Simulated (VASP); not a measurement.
OSZICAR of a VASP run on K (bcc):

File OSZICAR:
```
       N       E                     dE             d eps       ncg     rms          rms(c)
DAV:   1     0.325998044119E+02    0.32600E+02   -0.33531E+03   912   0.721E+02
DAV:   2    -0.694447034641E+01   -0.39544E+02   -0.39461E+02   904   0.203E+02
DAV:   3    -0.833771818045E+01   -0.13932E+01   -0.13923E+01  1552   0.332E+01
DAV:   4    -0.836094423646E+01   -0.23226E-01   -0.23172E-01  1368   0.331E+00
DAV:   5    -0.836111212631E+01   -0.16789E-03   -0.16789E-03  1592   0.203E-01    0.202E+00
DAV:   6    -0.654552035966E+01    0.18156E+01   -0.15093E+00   920   0.118E+01    0.100E+00
DAV:   7    -0.599986591296E+01    0.54565E+00   -0.26915E-01  1096   0.475E+00    0.628E-01
DAV:   8    -0.633601339283E+01   -0.33615E+00   -0.20641E-01   920   0.368E+00    0.359E-01
DAV:   9    -0.589770147663E+01    0.43831E+00   -0.17277E-01   896   0.349E+00    0.588E-02
DAV:  10    -0.602534118059E+01   -0.12764E+00   -0.50488E-02  1088   0.216E+00    0.774E-02
DAV:  11    -0.602504077140E+01    0.30041E-03   -0.15762E-03  1656   0.276E-01    0.916E-02
DAV:  12    -0.601536761877E+01    0.96732E-02   -0.12237E-02   920   0.161E+00    0.976E-02
DAV:  13    -0.589377478460E+01    0.12159E+00   -0.44575E-02   896   0.212E+00    0.174E-01
DAV:  14    -0.600584035210E+01   -0.11207E+00   -0.86932E-02   904   0.190E+00    0.962E-02
DAV:  15    -0.600573537887E+01    0.10497E-03   -0.60061E-04  1512   0.145E-01    0.899E-02
DAV:  16    -0.600791179816E+01   -0.21764E-02   -0.15644E-03   920   0.394E-01    0.956E-02
DAV:  17    -0.600981406315E+01   -0.19023E-02   -0.83738E-04  1016   0.351E-01    0.983E-02
DAV:  18    -0.601133764717E+01   -0.15236E-02   -0.35176E-03   904   0.719E-01    0.956E-02
DAV:  19    -0.601145900426E+01   -0.12136E-03   -0.21679E-04  1424   0.210E-01    0.878E-02
DAV:  20    -0.601193117594E+01   -0.47217E-03   -0.15270E-04   912   0.110E-01    0.621E-02
DAV:  21    -0.601158942721E+01    0.34175E-03   -0.64054E-05   928   0.756E-02    0.469E-02
DAV:  22    -0.601148202340E+01    0.10740E-03   -0.45599E-05   944   0.811E-02    0.290E-02
DAV:  23    -0.601142735511E+01    0.54668E-04   -0.89250E-05   912   0.114E-01    0.157E-02
DAV:  24    -0.601126613328E+01    0.16122E-03   -0.19277E-04   960   0.106E-01    0.948E-03
DAV:  25    -0.601127048324E+01   -0.43500E-05   -0.95122E-06  1400   0.254E-02    0.693E-03
DAV:  26    -0.601127040668E+01    0.76552E-07   -0.19617E-06  1008   0.165E-02    0.479E-03
DAV:  27    -0.601127487152E+01   -0.44648E-05   -0.92082E-06   928   0.422E-02    0.369E-03
DAV:  28    -0.601127370852E+01    0.11630E-05   -0.54206E-06   928   0.207E-02    0.355E-03
DAV:  29    -0.601127407367E+01   -0.36515E-06   -0.35311E-07  1016   0.912E-03    0.354E-03
DAV:  30    -0.601127310866E+01    0.96501E-06   -0.38176E-07   984   0.700E-03    0.342E-03
DAV:  31    -0.601127395580E+01   -0.84714E-06   -0.34183E-07   992   0.797E-03    0.181E-03
DAV:  32    -0.601127366588E+01    0.28992E-06   -0.43456E-07  1016   0.533E-03    0.104E-03
DAV:  33    -0.601127366511E+01    0.76761E-09   -0.16708E-07   944   0.532E-03
   1 F= -.60112737E+01 E0= -.60112737E+01  d E =0.000000E+00
       N       E                     dE             ncg
       N       E                     dE             ncg
```

### Question
Which electronic solver shows in the log?

### Answer
It is blocked Davidson (ALGO = Normal, or the opening steps of other solvers). The INCAR had ALGO = Normal.

### Question
Can the final energy be trusted as converged?

### Answer
The calculation finished and met its thresholds. It stopped with EDIFF = 1E-7, NELM = 100 (r2SCAN meta-GGA, plane waves, VASP's PBE PAW potentials (set 64)).

The compound is K in the bcc structure. It was relaxed first.
